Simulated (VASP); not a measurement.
## ScC8: single point with PBE

The system is ScC8.

```
CELL_PARAMETERS angstrom
-3.30619 3.30619 3.30619
3.30619 -3.30619 3.30619
3.30619 3.30619 -3.30619
ATOMIC_POSITIONS crystal
Sc 0.00000 0.00000 0.00000
C 0.61241 0.61241 0.61241
C 0.00000 0.00000 0.38759
C 0.00000 0.38759 0.00000
C 0.38759 0.00000 0.00000
C 0.00000 0.00000 0.61241
C 0.38759 0.38759 0.38759
C 0.00000 0.61241 0.00000
C 0.61241 0.00000 0.00000
```

The cell was built by a generator and needn't be a form met in nature.

The cell isn't the ideal one: random cell by space group and Wyckoff sites (Im-3m, No. 229).

```json
{
  "Program": "VASP 6.6.1",
  "Task": "single point",
  "Functional": "PBE",
  "Potentials or basis": "VASP PAW PBE potentials, release 64 (Sc_sv, C)",
  "Cutoff": "520 eV",
  "k mesh": "4 × 4 × 4",
  "Occupations": "gaussian, width 0.1 eV",
  "Spin": "no spin polarisation",
  "Dipole correction": "no",
  "Further INCAR settings": "ALGO = Fast; EDIFF = 1e-07; NBANDS = 32"
}
```

* Pressure: 0.1 GPa
* Largest force: 0.042 eV/Å
* Band gap on the k mesh: none (metal or under the smearing width)

Forces on the atoms (eV/Å):
```
Sc   0.000  0.000  0.000
C    0.024  0.024  0.024
C   -0.024 -0.024  0.024
C   -0.024  0.024 -0.024
C    0.024 -0.024 -0.024
C    0.024  0.024 -0.024
C   -0.024 -0.024 -0.024
C    0.024 -0.024  0.024
C   -0.024  0.024  0.024
```

Levels at points of the mesh, in eV from the Fermi level:
```tsv
k point	band 20	band 21	band 22	band 23	band 24	band 25
(0.00, 0.00, 0.00)	-0.41	-0.41	-0.41	0.58	0.58	1.14
(0.50, 0.00, 0.00)	-0.60	-0.07	-0.02	0.00	0.92	3.38
(0.50, 0.50, 0.50)	-0.42	0.21	0.21	0.21	1.73	4.07
```

Wall time 96 s on 1 thread of Intel(R) Xeon(R) Platinum 8559C (Emerald Rapids) (shared host), peak memory 0.32 GiB.
